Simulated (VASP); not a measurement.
# NaSb2Au (P-3m1) in VASP: settings compared

One crystal, NaSb2Au, is run at these levels: HSE(alpha, omega); tasks: single point.

All numbers are computed with VASP 6.6.1; they aren't measurements. Logs are shortened: lines on timing, memory, paths and dates and some standing lists are left out, and cuts for length are marked.

## (1) The structure

Symmetry: P-3m1, No. 164, trigonal system. Conventional cell: a = 4.357 Å, b = 4.357 Å, c = 6.818 Å, α = 90.00°, β = 90.00°, γ = 120.00°. Na (site symmetry -3m) is surrounded by 6 Sb at 3.31 Å and 2 Au at 3.41 Å. Sb (site symmetry 3m) has 3 Au at 2.81 Å as nearest neighbours. Au (site symmetry -3m) is surrounded by 6 Sb at 2.81 Å.

The cell was built by a generator and needn't be a form met in nature.

## (2) Single point, HSE(alpha, omega)

POSCAR

```
NaSb2Au
1.0
    4.3573000000      0.0000000000      0.0000000000
   -2.1786500000      3.7735400000      0.0000000000
    0.0000000000      0.0000000000      6.8184700000
Na Sb Au
1 2 1
Direct
    0.0000000000      0.0000000000      0.5000000000
    0.6666700000      0.3333300000      0.8163200000
    0.3333300000      0.6666700000      0.1836800000
    0.0000000000      0.0000000000      0.0000000000
```

INCAR.step1

```
PREC     = Accurate       # precision mode
ENCUT    = 520            # plane-wave cutoff, eV
EDIFF    = 1E-5           # SCF threshold, eV
ISMEAR   = -1             # smearing method
SIGMA    = 0.05           # smearing width, eV
LREAL    = False          # projectors in reciprocal space
LASPH    = True           # aspherical terms in the spheres
NELM     = 80             # most SCF steps
ALGO     = Normal         # electronic algorithm
ISIF     = 2              # what is computed and relaxed
LWAVE    = True           # write WAVECAR
LCHARG   = False          # write CHGCAR
NBANDS   = 22             # bands
GGA      = PE             # functional
```

INCAR.step2

```
PREC     = Accurate       # precision mode
ENCUT    = 520            # plane-wave cutoff, eV
EDIFF    = 1E-6           # SCF threshold, eV
ISMEAR   = -1             # smearing method
SIGMA    = 0.05           # smearing width, eV
LREAL    = False          # projectors in reciprocal space
LASPH    = True           # aspherical terms in the spheres
NELM     = 80             # most SCF steps
ALGO     = Normal         # electronic algorithm
ISIF     = 2              # what is computed and relaxed
LWAVE    = False          # write WAVECAR
LCHARG   = False          # write CHGCAR
GGA      = PE             # functional
LHFCALC  = True           # exact exchange
HFSCREEN = 0.2            # screening, 1/A
AEXX     = 0.3            # exact-exchange fraction
PRECFOCK = Fast         
NBANDS   = 22             # bands
ISTART   = 1
```

KPOINTS

```
regular mesh
0
Gamma
  4 4 2
```

Potentials or basis: VASP PAW PBE potentials, release 64 (Na_pv, Sb, Au).

Started as:

```
$ cat potpaw_PBE.64/Na_pv/POTCAR potpaw_PBE.64/Sb/POTCAR potpaw_PBE.64/Au/POTCAR > POTCAR
$ cp INCAR.step1 INCAR
$ mpirun -np 1 vasp_std > vasp.out
$ cp INCAR.step2 INCAR
$ mpirun -np 1 vasp_std > vasp.out
```

OUTCAR:

```text
PREC = Accurate
   ENCUT = 520
   EDIFF = 1E-6
   ISMEAR = -1
   LREAL = False
   LASPH = True
   NELM = 80
   ISIF = 2
   GGA = PE
   LHFCALC = True
   HFSCREEN = 0.2
   AEXX = 0.3
   PRECFOCK = Fast
   ISTART = 1

 ion  position               nearest neighbor table
   1  0.000  0.000  0.500-
   2  0.667  0.333  0.816-   4 2.81   4 2.81   4 2.81   3 3.55   3 3.55   3 3.55
   3  0.333  0.667  0.184-   4 2.81   4 2.81   4 2.81   2 3.55   2 3.55   2 3.55
   4  0.000  0.000  0.000-   2 2.81   3 2.81   2 2.81   3 2.81   2 2.81   3 2.81

  LATTYP: Found a hexagonal cell.
 ALAT       =     4.3573000000
 C/A-ratio  =     1.5648383173

  Lattice vectors:

 A1 = (   4.3573000000,   0.0000000000,   0.0000000000)
 A2 = (  -2.1786500000,   3.7735400000,   0.0000000000)
 A3 = (   0.0000000000,   0.0000000000,   6.8184700000)

Analysis of symmetry for initial positions (statically):
=====================================================================
 Subroutine PRICEL returns:
 Original cell was already a primitive cell.

 Routine SETGRP: Setting up the symmetry group for a
 hexagonal supercell.

 Subroutine GETGRP returns: Found  4 space group operations
 (whereof  4 operations were pure point group operations)
 out of a pool of 24 trial point group operations.

The static configuration has the point symmetry C_2h.

Analysis of symmetry for dynamics (positions and initial velocities):
=====================================================================
 Subroutine PRICEL returns:
 Original cell was already a primitive cell.

 Routine SETGRP: Setting up the symmetry group for a
 hexagonal supercell.

 Subroutine GETGRP returns: Found  4 space group operations
 (whereof  4 operations were pure point group operations)
 out of a pool of 24 trial point group operations.

The dynamic configuration has the point symmetry C_2h.

 Subroutine INISYM returns: Found  4 space group operations
 (whereof  4 operations are pure point group operations),
 and found     1 'primitive' translations

----------------------------------------------------------------------------------------

                                     Primitive cell

  volume of cell :     112.1123

  direct lattice vectors                    reciprocal lattice vectors
     4.357300000  0.000000000  0.000000000     0.229499920  0.132501577  0.000000000
    -2.178650000  3.773540000  0.000000000     0.000000000  0.265003154  0.000000000
     0.000000000  0.000000000  6.818470000     0.000000000  0.000000000  0.146660468

  length of vectors
     4.357300000  4.357306502  6.818470000     0.265003549  0.265003154  0.146660468

  position of ions in fractional coordinates (direct lattice)
     0.000000000  0.000000000  0.500000000
     0.666670000  0.333330000  0.816320000
     0.333330000  0.666670000  0.183680000
     0.000000000  0.000000000  0.000000000

  ion indices of the primitive-cell ions
   primitive index   ion index
                 1           1
                 2           2
                 3           3
                 4           4

----------------------------------------------------------------------------------------

 KPOINTS: regular mesh

Automatic generation of k-mesh.
 Grid dimensions read from file:
 generate k-points for:    4    4    2

 Generating k-lattice:

  Cartesian coordinates                     Fractional coordinates (reciprocal lattice)
     0.057374980  0.033125394  0.000000000     0.250000000  0.000000000  0.000000000
     0.000000000  0.066250788  0.000000000     0.000000000  0.250000000  0.000000000
     0.000000000  0.000000000  0.073330234     0.000000000  0.000000000  0.500000000

  Length of vectors
     0.066250887  0.066250788  0.073330234

  Shift w.r.t. Gamma in fractional coordinates (k-lattice)
     0.000000000  0.000000000  0.000000000

 Subroutine IBZKPT returns following result:
 ===========================================

 Found     14 irreducible k-points:

 Following reciprocal coordinates:
            Coordinates               Weight
  0.000000  0.000000  0.000000      1.000000
  0.250000 -0.000000  0.000000      4.000000
 -0.250000  0.250000  0.000000      2.000000
  0.500000 -0.000000  0.000000      2.000000
  0.500000  0.500000  0.000000      1.000000
  0.250000  0.250000  0.000000      2.000000
 -0.250000  0.500000  0.000000      4.000000
  0.000000  0.000000  0.500000      1.000000
  0.250000 -0.000000  0.500000      4.000000
 -0.250000  0.250000  0.500000      2.000000
  0.500000 -0.000000  0.500000      2.000000
  0.500000  0.500000  0.500000      1.000000
  0.250000  0.250000  0.500000      2.000000
 -0.250000  0.500000  0.500000      4.000000
   k-points           NKPTS =     14   k-points in BZ     NKDIM =     32   number of bands    NBANDS=     22
   number of dos      NEDOS =    301   number of ions     NIONS =      4
   total plane-waves  NPLWV =  55296
   dimension x,y,z NGX =    32 NGY =   32 NGZ =   54
[... 53 lines left out ...]
 non-spin polarized calculation
  energy-cutoff  :      520.00
  volume of cell :      112.11
 maximum number of plane-waves:      3042
  NGX = 18; NGY = 18; NGZ = 28

 number of electron      27.9999988 magnetization

 Free energy of the ion-electron system (eV)
  ---------------------------------------------------
  ext. energy  EPLUGINS =         0.00000000
  ---------------------------------------------------
  free energy    TOTEN  =       -16.05203352 eV

  energy without entropy =      -16.02610101  energy(sigma->0) =      -16.03906727

 E-fermi :   5.0512     XC(G=0):  -7.2793

 val. band max:        5.0356669577   @ k =   0.2500  -0.0000   0.5000
 cond. band min:       5.1137422873   @ k =  -0.2500   0.5000   0.0000
 fundamental gap:      0.0780753295
 Fermi energy:         5.0512448195

 k-point     1 :       0.0000    0.0000    0.0000
  band No.  band energies     occupation
      1     -22.8576      2.00000
      2     -22.8576      2.00000
      3     -22.8479      2.00000
      4      -7.9386      2.00000
      5      -4.7862      2.00000
      6      -2.1297      2.00000
[... 14 lines left out ...]
     21      11.1026      0.00000
     22      13.5190      0.00000

 k-point     2 :       0.2500   -0.0000    0.0000
  band No.  band energies     occupation
      1     -22.8604      2.00000
      2     -22.8582      2.00000
      3     -22.8473      2.00000
      4      -7.2484      2.00000
      5      -5.1185      2.00000
      6      -1.8898      2.00000
[... 14 lines left out ...]
     21      11.7356      0.00000
     22      12.1918      0.00000

 k-point     3 :      -0.2500    0.2500    0.0000
  band No.  band energies     occupation
      1     -22.8604      2.00000
      2     -22.8582      2.00000
      3     -22.8473      2.00000
      4      -7.2484      2.00000
      5      -5.1185      2.00000
      6      -1.8898      2.00000
[... 14 lines left out ...]
     21      11.7356      0.00000
     22      12.1917      0.00000

 k-point     4 :       0.5000   -0.0000    0.0000
  band No.  band energies     occupation
      1     -22.8632      2.00000
      2     -22.8588      2.00000
      3     -22.8466      2.00000
      4      -5.8623      2.00000
      5      -5.7851      2.00000
      6      -2.1788      2.00000
[... 14 lines left out ...]
     21      12.8370      0.00000
     22      13.9039      0.00000

 k-point     5 :       0.5000    0.5000    0.0000
  band No.  band energies     occupation
      1     -22.8632      2.00000
      2     -22.8588      2.00000
      3     -22.8466      2.00000
      4      -5.8622      2.00000
      5      -5.7851      2.00000
      6      -2.1788      2.00000
[... 167 lines left out ...]
 k-point    12 :       0.5000    0.5000    0.5000
  band No.  band energies     occupation
      1     -22.8632      2.00000
      2     -22.8588      2.00000
      3     -22.8468      2.00000
      4      -5.8725      2.00000
      5      -5.7319      2.00000
      6      -2.2345      2.00000
[... 14 lines left out ...]
     21      13.2382      0.00000
     22      13.9017      0.00000

 k-point    13 :       0.2500    0.2500    0.5000
  band No.  band energies     occupation
      1     -22.8621      2.00000
      2     -22.8599      2.00000
      3     -22.8468      2.00000
      4      -6.1042      2.00000
      5      -5.5059      2.00000
      6      -1.8063      2.00000
[... 14 lines left out ...]
     21      12.2220      0.00000
     22      12.2761      0.00000

 k-point    14 :      -0.2500    0.5000    0.5000
  band No.  band energies     occupation
      1     -22.8621      2.00000
      2     -22.8599      2.00000
      3     -22.8468      2.00000
      4      -6.1042      2.00000
      5      -5.5059      2.00000
      6      -1.8063      2.00000
[... 14 lines left out ...]
     21      12.2220      0.00000
     22      12.2760      0.00000

------------------------ aborting loop because EDIFF is reached ----------------------------------------

  FORCE on cell =-STRESS in cart. coord.  units (eV):
  Direction    XX          YY          ZZ          XY          YZ          ZX
  --------------------------------------------------------------------------------------
  -------------------------------------------------------------------------------------
  Total       -2.4192770     -2.4232303     -0.5906860     -0.0034153     -0.0000533      0.0000925
  in kB      -34.5734581    -34.6299539     -8.4413889     -0.0488076     -0.0007622      0.0013224
  external PRESSURE =     -25.8816003 kB  Pullay stress =       0.0000000 kB

 VOLUME and BASIS-vectors are now :
 -----------------------------------------------------------------------------
  energy-cutoff  :      520.00
  volume of cell :      112.11
      direct lattice vectors                 reciprocal lattice vectors
     4.357300000  0.000000000  0.000000000     0.229499920  0.132501577  0.000000000
    -2.178650000  3.773540000  0.000000000     0.000000000  0.265003154  0.000000000
     0.000000000  0.000000000  6.818470000     0.000000000  0.000000000  0.146660468

 POSITION                                       TOTAL-FORCE (eV/Angst)
 -----------------------------------------------------------------------------------
      0.00000      0.00000      3.40923        -0.000000      0.000000      0.000000
      2.17867      1.25783      5.56605        -0.000048      0.000028      0.346872
     -0.00002      2.51571      1.25242         0.000048     -0.000028     -0.346872
      0.00000      0.00000      0.00000        -0.000000      0.000000      0.000000
 -----------------------------------------------------------------------------------
    total drift:                               -0.000009      0.000010     -0.000036

  FREE ENERGIE OF THE ION-ELECTRON SYSTEM (eV)
  ---------------------------------------------------
  free  energy   TOTEN  =       -16.0520335198 eV

  energy  without entropy=      -16.0261010103  energy(sigma->0) =      -16.03906727
```

Run time: 5.2 min. Hardware: 1 thread of Intel Xeon 6975P-C (Granite Rapids), shared host; peak memory 0.36 GiB.

Results:

| Property | Result |
| --- | --- |
| Free energy | -16.0520 eV |
| Pressure | -2.6 GPa |
| Largest force | 0.347 eV/Å |
| Band gap on the k mesh | none (metal or under the smearing width) |

Forces on the atoms (eV/Å):
```
Na   0.000  0.000  0.000
Sb   0.000  0.000  0.347
Sb   0.000  0.000 -0.347
Au   0.000  0.000  0.000
```

Caveat: the k mesh is coarse (spacing up to 0.46 Å⁻¹), so the values aren't converged, least of all with exact exchange; the PAW data sets were made with another functional, which shifts forces and pressure a little.

## (3) Single point, HSE(alpha, omega)

POSCAR is that of step 2.

INCAR.step1 is that of step 2.

INCAR.step2: that of step 2 with these lines changed.

```diff
@@ -15,3 +15,3 @@
 HFSCREEN = 0.2            # screening, 1/A
-AEXX     = 0.3            # exact-exchange fraction
+AEXX     = 0.4            # exact-exchange fraction
 PRECFOCK = Fast
```

KPOINTS is that of step 2.

Potentials or basis: VASP PAW PBE potentials, release 64 (Na_pv, Sb, Au).

Started as:

```
$ cat potpaw_PBE.64/Na_pv/POTCAR potpaw_PBE.64/Sb/POTCAR potpaw_PBE.64/Au/POTCAR > POTCAR
$ cp INCAR.step1 INCAR
$ mpirun -np 1 vasp_std > vasp.out
$ cp INCAR.step2 INCAR
$ mpirun -np 1 vasp_std > vasp.out
```

Run time: 8.2 min. Hardware: 1 thread of Intel Xeon 6975P-C (Granite Rapids), shared host; peak memory 0.36 GiB.

It converged, with:

```
Free energy            : -17.3060 eV
Pressure               : -3.8 GPa
Largest force          : 0.517 eV/Å
Band gap on the k mesh : none (metal or under the smearing width)
```

Forces in eV/Å, atoms in the order of the input:
```
Na   0.000  0.000  0.000
Sb   0.000  0.000  0.517
Sb   0.000  0.000 -0.517
Au   0.000  0.000  0.000
```

Stress tensor (GPa, compression positive):
```
-4.82 -0.01  0.00
-0.01 -4.83  0.00
 0.00  0.00 -1.61
```

Levels at points of the mesh, in eV from the Fermi level:
| k point | band 12 | band 13 | band 14 | band 15 | band 16 | band 17 |
| --- | --- | --- | --- | --- | --- | --- |
| (0.00, 0.00, 0.00) | 0.15 | 0.15 | 1.04 | 1.62 | 1.62 | 3.21 |
| (0.50, 0.00, 0.00) | -4.02 | -2.78 | -1.95 | 0.65 | 2.26 | 2.52 |
| (0.50, 0.50, 0.00) | -4.02 | -2.78 | -1.95 | 0.65 | 2.26 | 2.52 |
| (0.00, 0.00, 0.50) | -1.35 | 0.07 | 0.07 | 1.80 | 1.80 | 3.81 |
| (0.50, 0.00, 0.50) | -4.49 | -2.69 | -0.87 | 0.88 | 1.78 | 3.29 |
| (0.50, 0.50, 0.50) | -4.49 | -2.69 | -0.87 | 0.88 | 1.78 | 3.29 |

Caveat: the k mesh is coarse (spacing up to 0.46 Å⁻¹), so the values aren't converged, least of all with exact exchange; the PAW data sets were made with another functional, which shifts forces and pressure a little. The run has no spin-orbit coupling, so splittings on Au, Sb are missing.

## (4) Single point, HSE(alpha, omega)

POSCAR is that of step 3.

INCAR.step1 is that of step 3.

INCAR.step2: that of step 3 with these lines changed.

```diff
@@ -15,3 +15,3 @@
 HFSCREEN = 0.2            # screening, 1/A
-AEXX     = 0.4            # exact-exchange fraction
+AEXX     = 0.5            # exact-exchange fraction
 PRECFOCK = Fast
```

KPOINTS is that of step 3.

Started as:

```
$ cat potpaw_PBE.64/Na_pv/POTCAR potpaw_PBE.64/Sb/POTCAR potpaw_PBE.64/Au/POTCAR > POTCAR
$ cp INCAR.step1 INCAR
$ mpirun -np 1 vasp_std > vasp.out
$ cp INCAR.step2 INCAR
$ mpirun -np 1 vasp_std > vasp.out
```

It took 7.5 min on 1 thread of Intel Xeon 6975P-C (Granite Rapids), shared host; peak memory 0.37 GiB.

The run converged. Its results:

| Quantity | Value |
| --- | --- |
| Free energy | -18.9144 eV |
| Pressure | -5.4 GPa |
| Largest force | 0.766 eV/Å |
| Band gap on the k mesh | none (metal or under the smearing width) |

Forces in eV/Å, atoms in the order of the input:
```
Na   0.000  0.000  0.000
Sb   0.004 -0.002  0.766
Sb  -0.004  0.002 -0.766
Au   0.000  0.000  0.000
```

Stress tensor (GPa, compression positive):
```
-6.45 -0.01 -0.01
-0.01 -6.46  0.01
-0.01  0.01 -3.33
```

Levels at points of the mesh, in eV from the Fermi level:
| k point | band 10 | band 11 | band 12 | band 13 | band 14 | band 15 | band 16 | band 17 | band 18 | band 19 |
| --- | --- | --- | --- | --- | --- | --- | --- | --- | --- | --- |
| (0.00, 0.00, 0.00) | -7.08 | -4.18 | 0.00 | 0.00 | 1.19 | 1.66 | 1.66 | 3.58 | 4.37 | 6.38 |
| (0.50, 0.00, 0.00) | -6.77 | -4.79 | -4.21 | -2.96 | -2.03 | 0.77 | 2.35 | 2.76 | 4.84 | 6.39 |
| (0.50, 0.50, 0.00) | -6.77 | -4.79 | -4.21 | -2.96 | -2.03 | 0.77 | 2.35 | 2.76 | 4.84 | 6.39 |
| (0.00, 0.00, 0.50) | -7.08 | -2.69 | -1.30 | -0.08 | -0.08 | 1.85 | 1.85 | 4.07 | 4.65 | 5.90 |
| (0.50, 0.00, 0.50) | -6.72 | -5.12 | -4.67 | -2.87 | -0.92 | 1.03 | 1.86 | 3.53 | 4.87 | 5.18 |
| (0.50, 0.50, 0.50) | -6.72 | -5.12 | -4.68 | -2.87 | -0.92 | 1.03 | 1.87 | 3.53 | 4.87 | 5.18 |

Caveat: the k mesh is coarse (spacing up to 0.46 Å⁻¹), so the values aren't converged, least of all with exact exchange; the PAW data sets were made with another functional, which shifts forces and pressure a little. The run has no spin-orbit coupling, so splittings on Au, Sb are missing.

## (5) Summary

| share of exact exchange | gap on the mesh (eV) | pressure (GPa) | largest force (eV/Å) |
| --- | --- | --- | --- |
| 0.3 | none | -2.6 | 0.35 |
| 0.4 | none | -3.8 | 0.52 |
| 0.5 | none | -5.4 | 0.77 |

Alike in all rows: task single point; level HSE(alpha, omega); potentials or basis VASP PAW PBE potentials, release 64 (Na_pv, Sb, Au); no spin polarisation; cell as given; k mesh 4 × 4 × 2; cutoff (eV) 520; smearing fermi-dirac 0.05 eV; the mesh is coarse, so values aren't converged.

Caveats: all runs use coarse meshes; the PAW data sets were made with another functional, which shifts forces and pressure a little.

Total energies depend on the potentials used, so only differences within one code and one set of settings carry meaning.
